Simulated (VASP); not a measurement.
Wanted: the native input for a VASP 6.6.1 run.

```yaml
Task: single point
Functional: PBE
Potentials_or_basis: VASP PAW PBE potentials, release 64 (Au, Ga_d, Ce)
Cutoff: 520 eV
k_mesh: 6 × 6 × 6
Occupations: fermi-dirac, width 0.1 eV
Spin: no spin polarisation
Dipole_correction: no
Further_INCAR_settings: ALGO = Fast; EDIFF = 1e-06; NBANDS = 38
```

The structure of CeGa2Au2 lies in POSCAR:

```
CeGa2Au2
1.0
    0.0000000000      4.4643540000      0.0000000000
    4.4643540000      0.0000000000      0.0000000000
    2.2321770000      2.2321770000     -5.2837480000
Au Ga Ce
2 2 1
Direct
    0.7500000000      0.2500000000      0.5000000000
    0.2500000000      0.7500000000      0.5000000000
    0.3822439093      0.3822439093      0.2355121813
    0.6177560907      0.6177560907      0.7644878187
    0.0000000000      0.0000000000      0.0000000000
```

The cell was built by a generator and needn't be a form met in nature.

These files were run (other wordings do the same):

INCAR

```
PREC = Accurate
ENCUT = 520
EDIFF = 1E-6
ISMEAR = -1
SIGMA = 0.1
LREAL = F
LASPH = T
NELM = 100
ALGO = Fast
ISIF = 2
LWAVE = F
LCHARG = F
GGA = PE
NBANDS = 38
```

KPOINTS

```
regular mesh
0
Gamma
  6 6 6
```

Potentials or basis: VASP PAW PBE potentials, release 64 (Au, Ga_d, Ce).

Run with:

```sh
$ cat potpaw_PBE.64/Au/POTCAR potpaw_PBE.64/Ga_d/POTCAR potpaw_PBE.64/Ce/POTCAR > POTCAR
$ mpirun -np 1 vasp_std > vasp.out
```

It gave:

```yaml
Pressure: -1.7 GPa
Band_gap_on_the_k_mesh: none (metal or under the smearing width)
```

Caveat: without U or exact exchange the open f shell lies at the Fermi level, which spoils levels, moments and volumes.

It took 9.2 min on 1 thread of AMD EPYC 7R13 Processor (Zen 3), on a shared host, peak memory 0.3 GiB.
